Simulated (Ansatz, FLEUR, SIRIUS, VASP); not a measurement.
GaGe: programs and potentials compared

```
CELL_PARAMETERS angstrom
0.00000 2.89784 2.89784
2.89784 0.00000 2.89784
2.89784 2.89784 0.00000
ATOMIC_POSITIONS crystal
Ge 0.00000 0.00000 0.00000
Ga 0.25000 0.25000 0.25000
```

The cell comes from a database or a generator and needn't be the stable form of this composition.

Alike in all runs: task equation of state; functional PBEsol; k mesh 8 × 8 × 8; occupations fermi-dirac, width 0.05 eV; no spin polarisation; no spin-orbit coupling.

| program and potentials | plane-wave cutoff (eV) | notes | equilibrium volume (Å³/atom) | bulk modulus (GPa) |
| --- | --- | --- | --- | --- |
| Ansatz, Ansatz PAW | 420 | potentials made for PBE, which Ansatz adapts in part | 23.21 | 56.4 |
| SIRIUS, PseudoDojo 0.4.1 PBEsol standard (scalar relativistic) | 1102 | - | 23.24 | 56.3 |
| Ansatz, all-electron LAPW, scalar-relativistic | - | - | 23.21 | 56.4 |
| VASP, PBE PAW files Ga_d, Ge_d, 520 eV | 520 | potentials made for PBE | 23.21 | 56.4 |
| FLEUR, all-electron, FLAPW | - | - | 23.21 | 57.1 |

The equilibrium volume spans 23.21 (FLEUR, all-electron, FLAPW) to 23.24 Å³/atom (SIRIUS, PseudoDojo 0.4.1 PBEsol standard (scalar relativistic)), with all-electron results at 23.21. The bulk modulus spans 56.3 (SIRIUS, PseudoDojo 0.4.1 PBEsol standard (scalar relativistic)) to 57.1 GPa (FLEUR, all-electron, FLAPW), with all-electron results at 56.4 to 57.1.

Differences between rows come from potentials, basis sets and numerical settings, since the functional is the same but for its coding. Runs on potential files found faulty are left out.
